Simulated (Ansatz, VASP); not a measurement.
# Ce: VASP beside Ansatz, part 2 of 2

One calculation is typed for both programs; each brings its own data sets and cutoff. How far apart do they land? The cell is taken from a series of VASP runs on this material, whose earlier steps may have relaxed, scaled or displaced it; both programs get it as it stands.

VASP 6.6.1 and Ansatz 0.2.0.

So far: Set-up; VASP: relaxation of cell and atoms, PBEsol.

In doubt: a part-filled 4f shell, where there is one, can sit in one of many states, so energies may not be the lowest and differences between runs may mislead; derivatives with an open 4f shell can jump between states, which bears on forces and vibrations.

## (3) Ansatz: relaxation of cell and atoms, PBEsol

Level of this step: Ansatz beside VASP: Kohn-Sham DFT, plane waves, PBEsol (Ansatz).

Ansatz runs on its default PAW (the set named soft_2) files.

The same cell, functional, mesh and smearing now go to Ansatz, which takes its cutoff from its data sets.

The input, input.yaml:

```yaml
crystal:
  lattice:
    - [0.0, 2.2911841993, 2.2911841993]
    - [2.2911841993, 0.0, 2.2911841993]
    - [2.2911841993, 2.2911841993, 0.0]
  atoms:
    - { symbol: Ce, position: [0.0, 0.0, 0.0] }
hamiltonian:
  xc: pbesol
  pseudopotentials: { kind: paw }
magnetization:
  spin_polarized: true
kpoints:
  mp_grid: { grid: [16, 16, 16] }
scf:
  occupations: { method: methfessel_paxton, width: 0.15 }
relax:
  f_tol: 0.01
  max_steps: 60
  cell: { stress_tol: 0.05 }
output:
  forces: true
  stress: true
  write_density: true
  write_potential: true
  elf: true
  volumetric_format: npy
```

The run is started by

```
> ansatz run input.yaml --threads 4 --pin off --max-ram 9216MiB --backend cpu --events-out ev --progress --plain --runs-dir out
```

Numbers of over 12 decimals in the logs are rounded to 6 here.

Output:

```text
band count auto-derived: 16 (N_el = 12.0; filled up to band 6; 11 by the electrons, moments and atoms)
Engine: ansatz 0.2.0, aarch64-unknown-linux-gnu
Pseudopotentials: kind: paw
Pseudopotential: Ce, paw, valence charge 12, recommended cutoff 420 eV (normal), Ce.paw.azcp
Functional definition: PBEsol
  exchange = pbesol_x
  correlation = pbesol_c
Crystal: 1 atoms, lattice volume = 24.055 Å³
Basis set: ecut = 420 eV, 459 PW (Γ), exchange–correlation on 48×48×48 points (8 copies of the dense FFT grid, shifted against one another)
Bands: 16, of which v1, the nominal top of the filled ones, is band 6 counted from 1 (5 counted from 0)
Symmetry: 48 space group operations
Space group: Fm-3m (ITA 225), of the structure as read, at distance tolerance 2.9e-5 Å
k-points: 145 of 4096
Non-local potential: Ce, projectors of the file, l = 0: 3, l = 1: 2, l = 2: 2, l = 3: 3
PAW form: soft (Blöchl's): semilocal exchange-correlation on the pseudo side does not see the compensation charge
PAW frozen core: Ce, regenerated for the run's functional, and the local potential with it (the file was generated under x = pbe(κ = 0.804, μ = 0.219515), c = pbe(β = 0.066725))
PAW one-centre angular grid: Ce, 590 points (default); XC on 64 Gauss nodes
Initial density: superposition of atomic densities (chi_scale 0.1, normalization cell)
Starting moments: Σ|m| = 2 μB in the open shells of 1 of 1 site, parallel; the input types none
Initial wavefunctions: pseudopotential atomic-orbital guess
Functional: x = pbesol(κ = 0.804, μ = 0.123457), c = pbesol(β = 0.046)
SCF iter   1: F=—  HF=-6486.635520 eV  |F-HF|=—  |Δ(HF+E_count)|=         —  Δρ=1.32e-1 (↑1.32e-1 ↓1.04e-1)  dr2=6.52e0  dr2_m=6.29e-1  M=0.407 μB ∫|m|=0.407 μB  β_m=0.30  ethr=3.10e-3  ⟨swp⟩=5.2  Hψ=25936  notcnv=0  defer=1
preconditioner: auto → none  [metal: Δε(μ)=0.005 eV  Ē_g=13.562 eV  σ=0.150 eV  W_gap=0.02  n_scr=8 (ndim 8)  ℏωp=23.9 eV  f_vac=0.003  D(μ)=1.30/eV (n_scr^D=14)  sad-step TF]
SCF iter   2: F=—  HF=-6485.596978 eV  |F-HF|=—  |Δ(HF+E_count)|=    1.04e0  Δρ=8.97e-2 (↑8.97e-2 ↓7.38e-2)  dr2=2.86e0  dr2_m=3.22e-1  M=0.336 μB ∫|m|=0.336 μB  β_m=0.59  ethr=3.10e-3  ⟨swp⟩=3.3  Hψ=13889  notcnv=0  defer=405
SCF iter   3: F=—  HF=-6484.622387 eV  |F-HF|=—  |Δ(HF+E_count)|=   9.75e-1  Δρ=1.27e-2 (↑8.68e-3 ↓1.27e-2)  dr2=2.84e-2  dr2_m=8.38e-3  M=0.126 μB ∫|m|=0.126 μB  β_m=0.80  ethr=3.10e-3  ⟨swp⟩=4.2  Hψ=13964  notcnv=0  defer=404
SCF iter   4: F=—  HF=-6484.804800 eV  |F-HF|=—  |Δ(HF+E_count)|=   1.82e-1  Δρ=3.46e-3 (↑1.90e-3 ↓3.46e-3)  dr2=3.07e-3  dr2_m=8.93e-4  M=0.043 μB ∫|m|=0.043 μB  β_m=0.90  ethr=2.37e-4  ⟨swp⟩=3.2  Hψ=12497  notcnv=0  defer=417
SCF iter   5: F=—  HF=-6484.841391 eV  |F-HF|=—  |Δ(HF+E_count)|=   3.66e-2  Δρ=2.34e-3 (↑1.53e-3 ↓2.34e-3)  dr2=1.95e-3  dr2_m=8.77e-5  M=0.012 μB ∫|m|=0.012 μB  β_m=0.95  ethr=2.56e-5  ⟨swp⟩=2.2  Hψ=9066  notcnv=0  defer=420
SCF iter   6: F=—  HF=-6484.857934 eV  |F-HF|=—  |Δ(HF+E_count)|=   1.65e-2  Δρ=5.34e-4 (↑5.34e-4 ↓4.69e-4)  dr2=1.80e-4  dr2_m=1.28e-6  M=-0.002 μB ∫|m|=0.002 μB  β_m=0.97  ethr=1.63e-5  ⟨swp⟩=2.3  Hψ=9031  notcnv=0  defer=420
SCF iter   7: F=—  HF=-6484.859329 eV  |F-HF|=—  |Δ(HF+E_count)|=   1.39e-3  Δρ=2.66e-4 (↑2.66e-4 ↓1.28e-4)  dr2=2.28e-5  dr2_m=2.11e-6  M=-0.002 μB ∫|m|=0.002 μB  β_m=0.99  ethr=1.50e-6  ⟨swp⟩=2.0  Hψ=8501  notcnv=0  defer=420
SCF iter   8: F=—  HF=-6484.846527 eV  |F-HF|=—  |Δ(HF+E_count)|=         —  Δρ=1.69e-4 (↑1.69e-4 ↓1.66e-4)  dr2=6.73e-6  dr2_m=1.57e-7  M=-0.001 μB ∫|m|=0.001 μB  β_m=0.99  ethr=1.90e-7  ⟨swp⟩=2.0  Hψ=6606  notcnv=0  defer=420
Mixer restart at iter 8: flushing history
iteration 8: the input's own smearing fills from here on; a Gaussian of 0.15 eV has filled iterations ahead of it
SCF iter   9: F=—  HF=-6484.846537 eV  |F-HF|=—  |Δ(HF+E_count)|=   9.53e-6  S|Δr|=    0.00e0  Δρ=1.44e-4 (↑1.44e-4 ↓1.18e-4)  dr2=1.56e-5  dr2_m=4.35e-8  M=-0.000 μB ∫|m|=0.000 μB  β_m=0.99  ethr=5.61e-8  ⟨swp⟩=2.9  Hψ=6248  notcnv=0  defer=419
[...]
SCF iter  13: F=-6484.846535 eV  HF=-6484.846535 eV  |F-HF|=4.40e-9  |Δ(HF+E_count)|=  5.46e-10  S|Δr|=    0.00e0  Δρ=3.05e-6 (↑2.80e-6 ↓3.05e-6)  dr2=5.21e-9  dr2_m=4.29e-12  M=-0.000 μB ∫|m|=0.000 μB  ethr=2.94e-11  ⟨swp⟩=1.0  Hψ=11777  notcnv=0
SCF 1 converged in 13 iterations: F = -6484.846535 eV  dr2 = 5.21e-9
  greatest PAW one-centre occupation: 0.980 electrons in one spin orbital (limit 2), on the Ce atom at site 0 (counted from 0), in its partial waves of l = 0
WARN: the input gives no starting moments: this run first made a single point of its starting geometry. This run's own SCFs start from that state's density, with no starting moments from it. Of the state that the single point found these notices stand: seeded_moment_not_kept, stability_check_not_made.
Initial density: read from a saved state, or passed on in memory by an earlier SCF of this step, an earlier step, the calling program or the single point that the run made first
Stability of the state it starts from, as read at its close in the collinear treatment: not read, because cold or Methfessel-Paxton smearing, or corrected tetrahedra, fill the levels in a way that the test cannot read (fill_not_monotonic); nothing settles its magnetic order
iter 1 solved again at ethr=1.32e-8 eV; its pass at ethr=3.10e-3 eV (dr2=1.59e-6 eV) is discarded
SCF iter   1: F=—  HF=-6484.846535 eV  |F-HF|=—  |Δ(HF+E_count)|=         —  Δρ=2.84e-6 (↑2.59e-6 ↓2.84e-6)  dr2=4.59e-9  dr2_m=4.23e-12  M=-0.000 μB ∫|m|=0.000 μB  β_m=0.30  ethr=1.32e-8  ⟨swp⟩=4.0  Hψ=39206  notcnv=0
preconditioner: auto → none  [metal: Δε(μ)=0.007 eV  Ē_g=12.843 eV  σ=0.150 eV  W_gap=0.04  n_scr=8 (ndim 8)  ℏωp=23.9 eV  f_vac=0.006  D(μ)=2.39/eV (n_scr^D=26)]
SCF iter   2: F=-6484.846535 eV  HF=-6484.846535 eV  |F-HF|=2.05e-9  |Δ(HF+E_count)|=  4.74e-10  S|Δr|=    0.00e0  Δρ=1.47e-6 (↑1.47e-6 ↓1.25e-6)  dr2=2.14e-9  dr2_m=3.05e-12  M=-0.000 μB ∫|m|=0.000 μB  ethr=3.83e-11  ⟨swp⟩=8.1  Hψ=18027  notcnv=0
SCF 2 converged in 2 iterations: F = -6484.846535 eV  dr2 = 2.14e-9
relax step   1: F+E_penalty+E_count = -6484.84653455 eV  Δ(F+E_penalty+E_count) = +0.000e0 eV  max|allowed force component| = 0.000e0 eV/Å  Δτ_max = 0.0000 Å  P = -0.034 GPa  Ω = 24.055 Å³  (2 SCF iters, dr2 threshold 1.00e-7 eV, accepted)
Initial density: handed on by an earlier stage of this run
Initial wavefunctions: pseudopotential atomic-orbital guess (no wavefunctions were taken with the density)
iter 1 solved again at ethr=1.25e-8 eV; its pass at ethr=3.10e-3 eV (dr2=1.50e-6 eV) is discarded
SCF iter   1: F=—  HF=-6484.846535 eV  |F-HF|=—  |Δ(HF+E_count)|=         —  Δρ=1.61e-6 (↑1.61e-6 ↓1.39e-6)  dr2=2.51e-9  dr2_m=2.91e-12  M=-0.000 μB ∫|m|=0.000 μB  β_m=0.30  ethr=1.25e-8  ⟨swp⟩=4.0  Hψ=39252  notcnv=0
SCF iter   2: F=—  HF=-6484.846535 eV  |F-HF|=—  |Δ(HF+E_count)|=  1.82e-11  S|Δr|=    0.00e0  Δρ=1.89e-6 (↑1.70e-6 ↓1.89e-6)  dr2=2.15e-9  dr2_m=2.24e-12  M=-0.000 μB ∫|m|=0.000 μB  β_m=0.23  ethr=2.10e-11  ⟨swp⟩=2.3  Hψ=6788  notcnv=0
SCF iter   3: F=—  HF=-6484.846535 eV  |F-HF|=—  |Δ(HF+E_count)|=  3.17e-10  S|Δr|=    0.00e0  Δρ=5.34e-7 (↑4.25e-7 ↓5.34e-7)  dr2=6.40e-11  dr2_m=2.05e-12  M=-0.000 μB ∫|m|=0.000 μB  β_m=0.61  ethr=1.80e-11  ⟨swp⟩=1.1  Hψ=4686  notcnv=0
SCF iter   4: F=—  HF=-6484.846535 eV  |F-HF|=—  |Δ(HF+E_count)|=  1.82e-12  S|Δr|=    0.00e0  Δρ=5.07e-7 (↑5.07e-7 ↓4.63e-7)  dr2=1.09e-10  dr2_m=1.43e-13  M=-0.000 μB ∫|m|=0.000 μB  β_m=0.61  ethr=1.00e-12  ⟨swp⟩=2.5  Hψ=6367  notcnv=0
SCF iter   5: F=-6484.846535 eV  HF=-6484.846535 eV  |F-HF|=5.46e-12  |Δ(HF+E_count)|=  1.91e-11  S|Δr|=    0.00e0  Δρ=1.23e-7 (↑1.23e-7 ↓7.10e-8)  dr2=4.16e-12  dr2_m=2.19e-13  M=-0.000 μB ∫|m|=0.000 μB  ethr=1.00e-12  ⟨swp⟩=4.6  Hψ=16570  notcnv=0
SCF 3 converged in 5 iterations: F = -6484.846535 eV  dr2 = 4.16e-12
relax step   2: F+E_penalty+E_count = -6484.84653456 eV  Δ(F+E_penalty+E_count) = -1.651e-9 eV  max|allowed force component| = 0.000e0 eV/Å  Δτ_max = 0.0000 Å  P = -0.034 GPa  Ω = 24.055 Å³  stress off target by 3.39e-2 GPa  SCF on the basis re-selected at this cell (its energy is not comparable with the rows above)  (5 SCF iters)
basis re-selected at this cell: Δ(F+E_penalty+E_count) = -1.651e-9 eV, ΔP = -0.000 GPa vs the last step (what re-selecting the basis moved, of the pressure what is left beyond the Pulay correction that the steps carried, after the strain that the cell walked since its last selection, with what the two solves' SCF thresholds leave and, on support functions, any second-order correction that the steps lacked; it is no measure of the basis error at this ecutwfc). This SCF's stress stands 3.39e-2 GPa from its target on what of the cell is left free (relax.cell.stress_tol is 5.00e-2 GPa) and its largest allowed force component is 0.00e0 eV/Å (relax.f_tol is 1.00e-2 eV/Å): [rest of the remark cut]
SCF converged after 5 iterations
Stability not checked: this state was not tested for a lower state beside it, because cold or Methfessel-Paxton smearing, or corrected tetrahedra, fill the levels in a way that the test cannot read (fill_not_monotonic; see scf.lower_state_search)
Magnetization: -0.0000 μB (6.0000 up, 6.0000 down)
Absolute magnetization: 0.0000 μB (∫|ρ↑−ρ↓|, with the PAW one-centre terms)
Spin contamination: 0.0000 ħ² per cell (⟨S²⟩ above its minimum at these occupations)
Per-site moments (μB) at R_I (Å): [(-4.07029005667698e-7, 1.336592)]
Free energy (F): -6484.846535 eV
Harris-Foulkes:  -6484.846535 eV  (|F-HF|=5.46e-12)
Internal energy: -6484.847246 eV  (E = F + TS)
E sigma→0 (E₀):  -6484.846712 eV
Entropy (-TS):   0.000711 eV (0.711 meV/atom)
Fermi energy:    18.082754 eV
--- Per-component energies (eV) ---
  E_band       = 40.810460
  E_kinetic    = 376.096604
  E_local      = -263.726864  (includes V_loc(G=0)·N_el)
  E_nonlocal   = -38.873317
  E_hartree    = 92.119194
  E_xc         = -223.589838
  E_vxc        = -249.814806  (∫ρ·V_xc dr)
  E_paw        = -5389.760646  (= ΣΔE_a)
  E_vpaw       = 32.890475  (= ΣTr[D̂ρ^β])
  E_aug_tail   = 0.000000  (compensation charges beyond the density's cutoff)
  E_ewald      = -1037.338676
  E_core_change = 0.226296  (= ΣΔE_core)
  E_smearing   = 0.000711  (= −TS)
  E_closure    = -0.000000  (closes the sum)
  Σ components = -6484.846535   (vs F -6484.846535, Δ=0.00e0)
--- Forces (eV/Å), atoms counted from 1 ---
  atom   1  Ce    -0.00000000     0.00000000     0.00000000
  max |Σ_I F_I| component: 3.62e-31 eV/Å
--- Stress (GPa, compression-positive) ---
       -0.033854      -0.000000       0.000000
       -0.000000      -0.033854      -0.000000
       -0.000000      -0.000000      -0.033854
  P = ⅓ Tr σ = -0.0339 GPa (-0.339 kbar)
--- Band table (eV; the first three rows and the last of 290) ---
  k-point 0 ↑: bands = [... 2 lower, 2.4915, 2.4915, 15.4249, 17.7458, 18.4625, 18.4625, 18.4625, 19.3473, ... 6 higher]
  k-point 1 ↑: bands = [... 2 lower, 2.4727, 2.4727, 15.6302, 17.6790, 18.4429, 18.4691, 18.4691, 19.1807, ... 6 higher]
  k-point 2 ↑: bands = [... 2 lower, 2.4198, 2.4198, 16.1265, 17.5691, 18.3865, 18.4893, 18.4893, 18.9773, ... 6 higher]
  k-point 144 ↓: bands = [... 2 lower, 0.0358, 1.0164, 16.7111, 18.0508, 18.0508, 18.2431, 18.8359, 18.8359, ... 6 higher]
--- Relaxed structure (1 steps of the walk, 1 accepted, 1 SCFs on fresh bases) ---
  F+E_penalty+E_count = -6484.84653456 eV   max|allowed force component| = 0.000e0 eV/Å   (the final SCF, on the basis selected at the relaxed cell)
  cell:  # Å, volume = 24.0553 Å³
    - [0.0, 2.2911841993, 2.2911841993]
    - [2.2911841993, 0.0, 2.2911841993]
    - [2.2911841993, 2.2911841993, 0.0]
  atoms:
    - { symbol: Ce, position: [0.0, 0.0, 0.0] }
```

Run time: 7.9 s. Hardware: 4 threads of Arm Neoverse V1, shared host; peak memory 0.48 GiB; 28 s of CPU time.

## (4) Differences

Known differences besides the potentials themselves: both relaxations stop at a tolerance, which leaves soft axes loose, and VASP keeps its plane-wave basis; the cutoff is 420 eV in Ansatz and 520 eV in VASP; Ansatz makes its cores anew for this functional, VASP keeps those of its PBE data sets; Ansatz adds a Pulay correction to the stress that steers its cell, VASP none. Total energies have different zeros and are not compared.

The two programs side by side:

```csv
quantity,Ansatz,VASP,difference
volume (Å³),24.06,23.96,+0.40 %
"edge a after relaxation, in the typed setting (Å)",3.240,3.236,+0.13 %
```

The walks stopped with -0.03 GPa left in Ansatz and 0.03 GPa in VASP; each walk ends within a tolerance, so the volume difference is uncertain by about these residues over the bulk modulus, most in soft cells.

## (5) Ansatz: relaxation of cell and atoms, LDA

The relaxed volume is the usual yardstick between codes: its relative difference is about their pressure difference at one cell divided by the bulk modulus. The cell compared in this pair holds 22.87 Å³, against 24.06 Å³ for the pair before.

The cell is taken from a series of VASP runs on this material, whose earlier steps may have relaxed, scaled or displaced it; both programs get it as it stands.

input.yaml, the sections that differ from step 3:

```yaml
crystal:
  lattice:
    - [0.0, 2.2529529334, 2.2529529334]
    - [2.2529529334, 0.0, 2.2529529334]
    - [2.2529529334, 2.2529529334, 0.0]
  atoms:
    - { symbol: Ce, position: [0.0, 0.0, 0.0] }
hamiltonian:
  xc: lda
  pseudopotentials: { kind: paw }
output:
  forces: true
  stress: true
# magnetization, kpoints, scf, relax: as in step 3
```

Output:

```text
[...]
Crystal: 1 atoms, lattice volume = 22.871 Å³
Basis set: ecut = 420 eV, 459 PW (Γ)
Bands: 16, of which v1, the nominal top of the filled ones, is band 6 counted from 1 (5 counted from 0)
Symmetry: 48 space group operations
[...]
k-points: 145 of 4096
[...]
-0.000000      -0.002833      -0.000000
       -0.000000      -0.000000      -0.002833
  P = ⅓ Tr σ = -0.0028 GPa (-0.028 kbar)
--- Relaxed structure (3 steps of the walk, 3 accepted, 1 SCFs on fresh bases) ---
[...]
cell:  # Å, volume = 23.0928 Å³
    - [0, 2.260210, 2.260210]
    - [2.260210, 0, 2.260210]
    - [2.260210, 2.260210, 0]
  atoms:
    - { symbol: Ce, position: [0.0, 0.0, 0.0] }
[key lines of the parts left out:]
SCF converged after 6 iterations
Magnetization: 0.0000 μB (6.0000 up, 6.0000 down)
Free energy (F): -6397.653236 eV
Fermi energy:    18.792806 eV
```

Elapsed: 9.6 s, on 4 threads; peak memory 0.46 GiB.

## (6) VASP: relaxation of cell and atoms, LDA

The same cell, functional (in two slightly different forms), mesh and smearing now go to VASP, with its own data sets and cutoff.

The input, INCAR:

```
SYSTEM = Ce
PREC = Accurate
ENCUT = 520
EDIFF = 1E-07
NELM = 150
ISMEAR = 1
SIGMA = 0.15
LREAL = .FALSE.
ALGO = Normal
GGA = CA
NBANDS = 12
ISPIN = 2
MAGMOM = 0
LASPH = .TRUE.
LMAXMIX = 6
AMIX = 0.2
BMIX = 1E-04
AMIX_MAG = 0.8
BMIX_MAG = 1E-04
LORBIT = 11
LWAVE = .FALSE.
LCHARG = .FALSE.
KPAR = 4
IBRION = 2
NSW = 50
ISIF = 3
EDIFFG = -0.005
```

The input, POSCAR:

```
Ce
1.0
    0.0000000000      2.2529529334      2.2529529334
    2.2529529334      0.0000000000      2.2529529334
    2.2529529334      2.2529529334      0.0000000000
Ce
1
Direct
    0.0000000000      0.0000000000      0.0000000000
```

The input, KPOINTS:

```
Automatic mesh
0
Gamma
16 16 16
0 0 0
```

The projector-augmented-wave data sets are Ce (LDA family, release 64).

The run is started by

```
> mpirun -np 4 vasp_std
```

Output:

```text
[banner, memory and clock lines left out]
running    4 mpi-ranks, on    1 nodes
[...]
LDA part: xc-table for (Slater(with rela. corr.)+CA(PZ))
 , standard interpolation
 POSCAR, INCAR and KPOINTS ok, starting setup
[...]
entering main loop
       N       E                     dE             d eps       ncg     rms          rms(c)
DAV:   1     0.884107510299E+02    0.88411E+02   -0.54019E+03  7032   0.127E+03
DAV:   2    -0.200730166033E+01   -0.90418E+02   -0.84164E+02  8724   0.186E+02
DAV:   3    -0.728839622240E+01   -0.52811E+01   -0.50035E+01  8140   0.635E+01
DAV:   4    -0.747163466869E+01   -0.18324E+00   -0.18030E+00 12344   0.934E+00
[...]
DAV:  13    -0.689771656164E+01    0.36735E-05   -0.46626E-05 10684   0.566E-02    0.145E-01
DAV:  14    -0.689771599243E+01    0.56921E-06   -0.40272E-06 11140   0.154E-02    0.770E-03
DAV:  15    -0.689771600920E+01   -0.16767E-07   -0.13621E-07  7796   0.212E-03
   1 F= -.68977160E+01 E0= -.68975939E+01  d E =-.689772E+01  mag=    -0.0000
[...]
reached required accuracy - stopping structural energy minimisation
```

Parts of OUTCAR (step 6):

```text
  Total       -0.0023091     -0.0023091     -0.0023091      0.0000000      0.0000000      0.0000000
  in kB       -0.1617578     -0.1617578     -0.1617578      0.0000000      0.0000000      0.0000000
  external PRESSURE =      -0.1617578 kB  Pullay stress =       0.0000000 kB

 POSITION                                       TOTAL-FORCE (eV/Angst)
 -----------------------------------------------------------------------------------
      0.00000      0.00000      0.00000         0.000000      0.000000      0.000000
 -----------------------------------------------------------------------------------
    total drift:                                0.000000     -0.000000     -0.000000

  FREE ENERGIE OF THE ION-ELECTRON SYSTEM (eV)
  ---------------------------------------------------
  free  energy   TOTEN  =        -6.8977160092 eV

  energy  without entropy=       -6.8973498078  energy(sigma->0) =       -6.89759394

 magnetization (x)
# of ion       s       p       d       f       tot
--------------------------------------------------
    1       -0.000  -0.000  -0.000  -0.000  -0.000

[... 2 parts as in an earlier step ...]

[... 2 further parts left out ...]
[key lines of the parts left out:]
E-fermi :  10.9023
```

## (7) Differences

What differs besides the data sets and the points named for the pairs above, as far as they apply: the two LDA forms differ slightly; VASP's log shows a relativistic correction to its local exchange, Ansatz's none. Total energies have different zeros and are not compared.

The two programs side by side:

```csv
quantity,Ansatz,VASP,difference
volume (Å³),23.09,22.87,+0.97 %
"edge a after relaxation, in the typed setting (Å)",3.196,3.186,+0.32 %
```

The walks stopped with 0.00 GPa left in Ansatz and -0.02 GPa in VASP; each walk ends within a tolerance, so the volume difference is uncertain by about these residues over the bulk modulus, most in soft cells.

## (8) Summary of results

| Quantity | Value |
| --- | --- |
| difference in volume (relaxation of cell and atoms, PBEsol) | 0.40 % |
| difference in volume (relaxation of cell and atoms, LDA) | 0.97 % |

The difference in volume is 0.97 % (relaxation of cell and atoms, LDA), within the 1.2 % picked in this series as the mark of a large difference, as far as the stopping tolerances let one tell. Such differences can come from data sets, numerical settings and the points named under the comparisons, not from the functional's error against experiment.

[Lines on the potential files, build, host, timing and source positions are cut from VASP's logs without a mark.]

[Logs are printed without paths, hosts, clocks, repeated set-up lines and the standing remarks that a program may print on its own settings, such as how far it seeks lower states.]

[Hosts, paths, dates, database ids (printed as entryN), source tags and the programs' standing remarks are cut or masked in the printed files.]
